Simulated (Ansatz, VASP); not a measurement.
**NaF (Villiaumite): VASP beside Ansatz**

One calculation is typed for both programs; each brings its own data sets. How far apart do they land? The cell is taken from a series of runs on this material, whose earlier steps may have relaxed, scaled, displaced or heated it; both programs get it as it stands.

Main program and level: Ansatz 0.2.0; plane waves, with VASP 6.6.1 beside it; dielectric response at PBE.

## Step 1: The starting structure

The structure is cubic, space group Fm-3m (No. 225). Conventional cell: a = 4.640 Å, b = 4.640 Å, c = 4.640 Å, α = 90.00°, β = 90.00°, γ = 90.00°. Na has 6 F at 2.32 Å nearest. F has 6 Na at 2.32 Å nearest. Farther neighbours and most contacts between anions are not listed.

## Step 2: VASP: dielectric response, PBE

The response to a field tests empty states and converges slowly with the mesh.

Lines of VASP's logs that name or quote its potential files are left out, and so is its time.

INCAR reads:

```
SYSTEM = NaF
PREC = Accurate
ENCUT = 520
EDIFF = 1E-08
NELM = 120
ISMEAR = 0
SIGMA = 0.01
LREAL = .FALSE.
ALGO = Normal
GGA = PE
NBANDS = 13
LORBIT = 11
LWAVE = .FALSE.
LCHARG = .FALSE.
ISIF = 2
LEPSILON = .TRUE.
LASPH = .TRUE.
GGA_COMPAT = .FALSE.
EFERMI = MIDGAP
KPAR = 2
```

POSCAR reads:

```
NaF
1.0
    0.0000000000      2.3200000000      2.3200000000
    2.3200000000      0.0000000000      2.3200000000
    2.3200000000      2.3200000000      0.0000000000
Na F
1 1
Direct
    0.0000000000      0.0000000000      0.0000000000
    0.5000000000      0.5000000000      0.5000000000
```

KPOINTS reads:

```
Automatic mesh
0
Gamma
8 8 8
0 0 0
```

PAW data sets: Na_pv and F (PBE family, release 64).

Command:

```console
$ mpirun -np 2 vasp_std
```

Numbers of over 12 decimals in the logs are rounded to 6 here.

The log of the run:

```text
[banner, memory and clock lines left out]
running    2 mpi-ranks, on    1 nodes
 distrk:  each k-point on    1 cores,    2 groups
 distr:  one band on    1 cores,    1 groups

 POSCAR found type information on POSCAR NaF
 POSCAR found :  2 types and       2 ions
 LDA part: xc-table for (Slater+PW92), standard interpolation
 POSCAR, INCAR and KPOINTS ok, starting setup
 FFT: planning ... GRIDC
 FFT: planning ... GRID_SOFT
 FFT: planning ... GRID
 WAVECAR not read
 entering main loop
       N       E                     dE             d eps       ncg     rms          rms(c)
DAV:   1     0.111880451528E+03    0.11188E+03   -0.79390E+03   772   0.129E+03
DAV:   2    -0.320757778421E+01   -0.11509E+03   -0.10652E+03   809   0.354E+02
DAV:   3    -0.940392956073E+01   -0.61964E+01   -0.61706E+01   914   0.778E+01
DAV:   4    -0.945852625438E+01   -0.54597E-01   -0.54594E-01   834   0.780E+00
DAV:   5    -0.945908552651E+01   -0.55927E-03   -0.55927E-03   929   0.800E-01    0.542E+00
DAV:   6    -0.857103150979E+01    0.88805E+00   -0.32767E+00   902   0.159E+01    0.183E+00
DAV:   7    -0.856082601439E+01    0.10205E-01   -0.28250E-02   769   0.215E+00    0.105E+00
DAV:   8    -0.856224198415E+01   -0.14160E-02   -0.28863E-02   774   0.363E+00    0.141E-01
DAV:   9    -0.856295219177E+01   -0.71021E-03   -0.40654E-03   884   0.614E-01    0.115E-01
DAV:  10    -0.856285613630E+01    0.96055E-04   -0.70001E-04   789   0.322E-01    0.139E-02
DAV:  11    -0.856285434843E+01    0.17879E-05   -0.22873E-05   864   0.745E-02    0.270E-03
DAV:  12    -0.856285466055E+01   -0.31212E-06   -0.14082E-06   834   0.154E-02    0.215E-03
DAV:  13    -0.856285447014E+01    0.19041E-06   -0.34098E-07   789   0.536E-03    0.599E-04
DAV:  14    -0.856285441771E+01    0.52430E-07   -0.29158E-08   901   0.254E-03    0.354E-05
DAV:  15    -0.856285443004E+01   -0.12328E-07   -0.18339E-09   467   0.394E-04    0.593E-05
DAV:  16    -0.856285442976E+01    0.28217E-09   -0.20973E-10   432   0.171E-04
   1 F= -.85628544E+01 E0= -.85628544E+01  d E =0.000000E+00
 Linear response reoptimize wavefunctions to high precision
DAV:   1    -0.856285442880E+01    0.95952E-09   -0.14744E-11   457   0.716E-05
DAV:   2    -0.856285442882E+01   -0.20009E-10   -0.37079E-12   427   0.237E-05
 Linear response G [H, r] |phi>, progress :
  Direction:   1
       N       E                     dE             d eps       ncg     rms
RMM:   1    -0.434235569536E+02   -0.43424E+02   -0.19239E+02  1261   0.113E+02
RMM:   2    -0.437658201837E+02   -0.34226E+00   -0.51568E+00  1377   0.225E+01
RMM:   3    -0.437760268874E+02   -0.10207E-01   -0.29756E-01  1425   0.511E+00
RMM:   4    -0.437764867656E+02   -0.45988E-03   -0.63938E-03  1463   0.653E-01
RMM:   5    -0.437765346869E+02   -0.47921E-04   -0.23487E-04  1512   0.135E-01
RMM:   6    -0.437765360490E+02   -0.13621E-05   -0.32502E-06  1502   0.240E-02
RMM:   7    -0.437765361642E+02   -0.11524E-06    0.41894E-06  1466   0.480E-03
RMM:   8    -0.437765361207E+02    0.43471E-07    0.47935E-06  1413   0.190E-03
RMM:   9    -0.437765361076E+02    0.13120E-07    0.46993E-06  1196   0.128E-03
RMM:  10    -0.437765361636E+02   -0.56021E-07    0.40884E-06  1019   0.111E-03
RMM:  11    -0.437765361298E+02    0.33835E-07    0.42329E-06   921   0.114E-03
RMM:  12    -0.437765361405E+02   -0.10681E-07    0.50367E-06   876   0.118E-03
 Linear response G [H, r] |phi>, progress :
  Direction:   2
       N       E                     dE             d eps       ncg     rms
RMM:   1    -0.433251499312E+02   -0.43325E+02   -0.16530E+02  1229   0.115E+02
RMM:   2    -0.434944578149E+02   -0.16931E+00   -0.53904E+00  1384   0.223E+01
RMM:   3    -0.434938918951E+02    0.56592E-03   -0.28640E-01  1427   0.513E+00
RMM:   4    -0.434950021615E+02   -0.11103E-02   -0.83180E-03  1461   0.761E-01
RMM:   5    -0.434950846095E+02   -0.82448E-04   -0.38758E-04  1500   0.144E-01
RMM:   6    -0.434950881309E+02   -0.35214E-05   -0.18642E-05  1508   0.261E-02
RMM:   7    -0.434950880253E+02    0.10570E-06   -0.73689E-06  1475   0.501E-03
RMM:   8    -0.434950881350E+02   -0.10978E-06   -0.82863E-06  1397   0.202E-03
RMM:   9    -0.434950879949E+02    0.14015E-06   -0.72771E-06  1181   0.149E-03
RMM:  10    -0.434950880184E+02   -0.23532E-07   -0.77559E-06  1030   0.133E-03
RMM:  11    -0.434950880000E+02    0.18433E-07   -0.75214E-06   899   0.139E-03
RMM:  12    -0.434950879441E+02    0.55894E-07   -0.79984E-06   846   0.140E-03
 Linear response G [H, r] |phi>, progress :
  Direction:   3
       N       E                     dE             d eps       ncg     rms
RMM:   1    -0.419767981920E+02   -0.41977E+02   -0.16779E+02  1185   0.111E+02
RMM:   2    -0.418186856918E+02    0.15811E+00   -0.56157E+00  1318   0.208E+01
RMM:   3    -0.417972522132E+02    0.21433E-01   -0.34785E-01  1418   0.474E+00
RMM:   4    -0.417956679208E+02    0.15843E-02   -0.69638E-03  1431   0.640E-01
RMM:   5    -0.417956778442E+02   -0.99234E-05   -0.19858E-04  1480   0.122E-01
RMM:   6    -0.417956787944E+02   -0.95018E-06   -0.93630E-06  1451   0.227E-02
RMM:   7    -0.417956788347E+02   -0.40334E-07   -0.25943E-06  1361   0.499E-03
RMM:   8    -0.417956788382E+02   -0.34581E-08   -0.23916E-06  1282   0.200E-03
RMM:   9    -0.417956788366E+02    0.15743E-08   -0.23589E-06  1088   0.146E-03
RMM:  10    -0.417956788386E+02   -0.19438E-08   -0.23389E-06   864   0.133E-03
RMM:  11    -0.417956788423E+02   -0.36939E-08   -0.23973E-06   762   0.133E-03
RMM:  12    -0.417956788421E+02    0.16108E-09   -0.25213E-06   706   0.133E-03
 Linear response to external field (no local field effect), progress :
  Direction:   1
       N       E                     dE             d eps       ncg     rms          rms(c)
RMM:   1    -0.593557349274E-01   -0.59356E-01   -0.10783E-01   942   0.335E+00
RMM:   2    -0.665243774130E-01   -0.71686E-02   -0.38274E-03  1407   0.506E-01
RMM:   3    -0.665238274822E-01    0.54993E-06   -0.89795E-05  1413   0.931E-02
RMM:   4    -0.665241203929E-01   -0.29291E-06   -0.22099E-06  1445   0.127E-02
RMM:   5    -0.665241324943E-01   -0.12101E-07   -0.75047E-08  1437   0.256E-03
RMM:   6    -0.665241348007E-01   -0.23064E-08   -0.33995E-09  1358   0.438E-04
 change of polarisation eV/A/(eV/A) component  1 :     0.133     0.021     0.011
 dielectric tensor                  component  1 :     1.964     0.156     0.082
 Linear response to external field (no local field effect), progress :
  Direction:   2
       N       E                     dE             d eps       ncg     rms          rms(c)
RMM:   1    -0.567093146192E-01   -0.56709E-01   -0.62010E-02   956   0.352E+00
RMM:   2    -0.658023666440E-01   -0.90931E-02   -0.41629E-03  1408   0.512E-01
RMM:   3    -0.657988959874E-01    0.34707E-05   -0.93106E-05  1430   0.935E-02
RMM:   4    -0.657991908822E-01   -0.29489E-06   -0.30025E-06  1443   0.137E-02
RMM:   5    -0.657991947773E-01   -0.38951E-08   -0.74294E-08  1446   0.257E-03
 change of polarisation eV/A/(eV/A) component  2 :     0.021     0.132    -0.017
 dielectric tensor                  component  2 :     0.156     1.954    -0.121
 Linear response to external field (no local field effect), progress :
  Direction:   3
       N       E                     dE             d eps       ncg     rms          rms(c)
RMM:   1    -0.451471142891E-01   -0.45147E-01   -0.61994E-02   969   0.313E+00
RMM:   2    -0.508539641837E-01   -0.57068E-02   -0.34334E-03  1413   0.471E-01
RMM:   3    -0.508507103397E-01    0.32538E-05   -0.73970E-05  1396   0.836E-02
RMM:   4    -0.508510710148E-01   -0.36068E-06   -0.20201E-06  1419   0.122E-02
RMM:   5    -0.508511098812E-01   -0.38866E-07   -0.68627E-08  1372   0.219E-03
RMM:   6    -0.508511123730E-01   -0.24918E-08   -0.46511E-09  1258   0.394E-04
 change of polarisation eV/A/(eV/A) component  3 :     0.011    -0.017     0.102
 dielectric tensor                  component  3 :     0.082    -0.121     1.737
 Linear response to external field, progress :
  Direction:   1
       N       E                     dE             d eps       ncg     rms          rms(c)
RMM:   1    -0.537550466558E-01   -0.53755E-01   -0.77453E-02  1949   0.332E+00
RMM:   2    -0.610605617717E-01   -0.73055E-02   -0.38012E-03  2847   0.493E-01    0.372E-01
RMM:   3    -0.606017630051E-01    0.45880E-03   -0.80374E-04  2721   0.220E-01    0.224E-01
RMM:   4    -0.648301965381E-01   -0.42284E-02   -0.16433E-03  2715   0.327E-01    0.239E-02
RMM:   5    -0.654432066227E-01   -0.61301E-03   -0.44799E-05  2779   0.688E-02    0.418E-03
RMM:   6    -0.655115179405E-01   -0.68311E-04   -0.18461E-06  2846   0.116E-02    0.140E-03
RMM:   7    -0.655181271581E-01   -0.66092E-05   -0.73547E-08  2829   0.278E-03    0.164E-04
RMM:   8    -0.655222627682E-01   -0.41356E-05   -0.50730E-09  2865   0.538E-04    0.356E-05
RMM:   9    -0.655220645042E-01    0.19826E-06   -0.85945E-10  2559   0.186E-04    0.139E-05
RMM:  10    -0.655220278726E-01    0.36632E-07   -0.49944E-10  1860   0.665E-05    0.219E-06
 change of polarisation eV/A/(eV/A) component  1 :     0.119     0.015     0.005
 dielectric tensor                  component  1 :     1.860     0.105     0.038
 Linear response to external field, progress :
  Direction:   2
       N       E                     dE             d eps       ncg     rms          rms(c)
RMM:   1    -0.537267461399E-01   -0.53727E-01   -0.77170E-02  1950   0.334E+00
RMM:   2    -0.610600992882E-01   -0.73334E-02   -0.38117E-03  2852   0.497E-01    0.372E-01
RMM:   3    -0.606009713494E-01    0.45913E-03   -0.80504E-04  2735   0.220E-01    0.224E-01
RMM:   4    -0.648296354074E-01   -0.42287E-02   -0.16433E-03  2726   0.327E-01    0.238E-02
RMM:   5    -0.654440652338E-01   -0.61443E-03   -0.44479E-05  2784   0.687E-02    0.425E-03
RMM:   6    -0.655113840783E-01   -0.67319E-04   -0.17916E-06  2859   0.115E-02    0.139E-03
RMM:   7    -0.655183179020E-01   -0.69338E-05   -0.77232E-08  2841   0.277E-03    0.160E-04
RMM:   8    -0.655222466188E-01   -0.39287E-05   -0.51144E-09  2877   0.538E-04    0.352E-05
RMM:   9    -0.655221079130E-01    0.13871E-06   -0.11292E-09  2586   0.184E-04    0.147E-05
RMM:  10    -0.655220655422E-01    0.42371E-07   -0.81520E-10  1870   0.646E-05    0.224E-06
 change of polarisation eV/A/(eV/A) component  2 :     0.010     0.119    -0.005
 dielectric tensor                  component  2 :     0.069     1.860    -0.034
 Linear response to external field, progress :
  Direction:   3
       N       E                     dE             d eps       ncg     rms          rms(c)
RMM:   1    -0.537303868575E-01   -0.53730E-01   -0.77207E-02  1950   0.334E+00
RMM:   2    -0.610601005236E-01   -0.73297E-02   -0.38120E-03  2850   0.497E-01    0.372E-01
RMM:   3    -0.606008828546E-01    0.45922E-03   -0.80508E-04  2736   0.220E-01    0.224E-01
RMM:   4    -0.648296542319E-01   -0.42288E-02   -0.16434E-03  2726   0.327E-01    0.238E-02
RMM:   5    -0.654441065500E-01   -0.61445E-03   -0.44480E-05  2784   0.687E-02    0.425E-03
RMM:   6    -0.655113840318E-01   -0.67277E-04   -0.17914E-06  2857   0.115E-02    0.139E-03
RMM:   7    -0.655183200475E-01   -0.69360E-05   -0.77225E-08  2838   0.277E-03    0.160E-04
RMM:   8    -0.655222484304E-01   -0.39284E-05   -0.51163E-09  2876   0.538E-04    0.352E-05
RMM:   9    -0.655221092642E-01    0.13917E-06   -0.11288E-09  2584   0.184E-04    0.147E-05
RMM:  10    -0.655220663458E-01    0.42918E-07   -0.80596E-10  1866   0.646E-05    0.224E-06
 change of polarisation eV/A/(eV/A) component  3 :    -0.001     0.004     0.119
 dielectric tensor                  component  3 :    -0.005     0.030     1.860
 Born effective charges drift removed
```

From OUTCAR (step 2):

```text
ion  position               nearest neighbor table
   1  0.000  0.000  0.000-   2 2.32   2 2.32   2 2.32   2 2.32   2 2.32   2 2.32
   2  0.500  0.500  0.500-   1 2.32   1 2.32   1 2.32   1 2.32   1 2.32   1 2.32

  LATTYP: Found a face centered cubic cell.
 ALAT       =     4.6400000000

 Subroutine GETGRP returns: Found 48 space group operations
 (whereof 48 operations were pure point group operations)

The static configuration has the point symmetry O_h .

 Found     29 irreducible k-points:

   k-points           NKPTS =     29   k-points in BZ     NKDIM =     29   number of bands    NBANDS=     13

   dimension x,y,z NGX =    24 NGY =   24 NGZ =   24
   dimension x,y,z NGXF=    48 NGYF=   48 NGZF=   48

   ENCUT  =  520.0 eV  38.22 Ry    6.18 a.u.   6.10  6.10  6.10*2*pi/ulx,y,z

   NELECT =      14.0000    total number of electrons

 k-points in reciprocal lattice and weights: Automatic mesh
   0.00000000  0.00000000  0.00000000       0.002
   0.12500000  0.00000000  0.00000000       0.016
   0.25000000  0.00000000  0.00000000       0.016
   0.37500000  0.00000000  0.00000000       0.016
   0.50000000  0.00000000  0.00000000       0.008
   0.12500000  0.12500000  0.00000000       0.012
   0.25000000  0.12500000  0.00000000       0.047
   0.37500000  0.12500000  0.00000000       0.047
   0.50000000  0.12500000  0.00000000       0.047
[...]
-0.37500000  0.50000000  0.12500000       0.023
  -0.25000000  0.50000000  0.25000000       0.012

 average (electrostatic) potential at core
       1 -46.9119       2 -77.4413

  Total        0.2823746      0.2823746      0.2823746     -0.0000000      0.0000000     -0.0000000
  in kB       18.1151626     18.1151626     18.1151626     -0.0000000      0.0000000     -0.0000000
  external PRESSURE =      18.1151626 kB  Pullay stress =       0.0000000 kB

  energy-cutoff  :      520.00
  volume of cell :       24.97
      direct lattice vectors                 reciprocal lattice vectors
     0.000000000  2.320000000  2.320000000    -0.215517241  0.215517241  0.215517241
     2.320000000  0.000000000  2.320000000     0.215517241 -0.215517241  0.215517241
     2.320000000  2.320000000  0.000000000     0.215517241  0.215517241 -0.215517241

 POSITION                                       TOTAL-FORCE (eV/Angst)
 -----------------------------------------------------------------------------------
      0.00000      0.00000      0.00000        -0.000000     -0.000000     -0.000000
      2.32000      2.32000      2.32000         0.000000      0.000000      0.000000
 -----------------------------------------------------------------------------------
    total drift:                                0.000000     -0.000000      0.000000

 MACROSCOPIC STATIC DIELECTRIC TENSOR (including local field effects in DFT)
 ------------------------------------------------------
           1.859971    -0.000000     0.000000
           0.000000     1.859971     0.000000
           0.000000    -0.000000     1.859971
 ------------------------------------------------------

 PIEZOELECTRIC TENSOR (including local field effects)  for field in x, y, z        (C/m^2)
          XX          YY          ZZ          XY          YZ          ZX
  --------------------------------------------------------------------------------
  x     0.00000     0.00000     0.00000     0.00000     0.00000     0.00000
  y     0.00000     0.00000     0.00000     0.00000     0.00000     0.00000
  z     0.00000     0.00000     0.00000     0.00000     0.00000     0.00000

 BORN EFFECTIVE CHARGES (including local field effects) (in |e|, cummulative output)
 ---------------------------------------------------------------------------------
 ion    1
    1     1.00842     0.00000     0.00000
    2     0.00000     1.00842     0.00000
    3     0.00000     0.00000     1.00842
 ion    2
    1    -1.00842     0.00000     0.00000
    2     0.00000    -1.00842     0.00000
    3     0.00000     0.00000    -1.00842
```

(Continued in part 2 of 2.)

[Lines on the potential files, build, host, timing and source positions are cut from VASP's logs without a mark.]

[Logs are printed without paths, hosts, clocks, repeated set-up lines and the standing remarks that a program may print on its own settings, such as how far it seeks lower states.]

[Hosts, paths, dates, database ids (printed as entryN), source tags and the programs' standing remarks are cut or masked in the printed files.]
